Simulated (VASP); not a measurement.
**DyHo3 (space group Pm-3m): computed properties**

Level of theory: PBEsol GGA, VASP's PBE PAW potentials (set 64) (plane waves; VASP 6.6.1).

| Property | Result |
|---|---|
| space group | Pm-3m (221) |
| cell | a = b = c = 4.8945 Å, α = β = γ = 90.00° |
| volume per atom | 29.31 Å³/atom |
| band gap (over mesh and band path) | none (metal, semimetal or under 0.01 eV) |
| density | 9.31 g/cm³ |

```cif
data_DyHo3
_chemical_formula_sum 'Dy1 Ho3'
_space_group_name_H-M_alt 'Pm-3m'
_space_group_IT_number 221
_space_group_name_Hall '-P 4 2 3'
_cell_length_a 4.89445
_cell_length_b 4.89445
_cell_length_c 4.89445
_cell_angle_alpha 90.000
_cell_angle_beta 90.000
_cell_angle_gamma 90.000
loop_
_atom_site_label
_atom_site_type_symbol
_atom_site_symmetry_multiplicity
_atom_site_Wyckoff_symbol
_atom_site_fract_x
_atom_site_fract_y
_atom_site_fract_z
_atom_site_occupancy
Dy1 Dy 1 a 0.00000 0.00000 0.00000 1
Ho1 Ho 3 c 0.00000 0.50000 0.50000 1
```

The 4f electrons are frozen in the core of the lanthanide potential, so 4f levels, which can set the real gap, and their magnetism are missing.

The structure comes from a computed database's DyHo3 entry (Pm-3m); how it stands against other phases isn't given here. It was relaxed first, which changed the volume by -6 %. Symmetry was kept, so distortions that lower it aren't found.
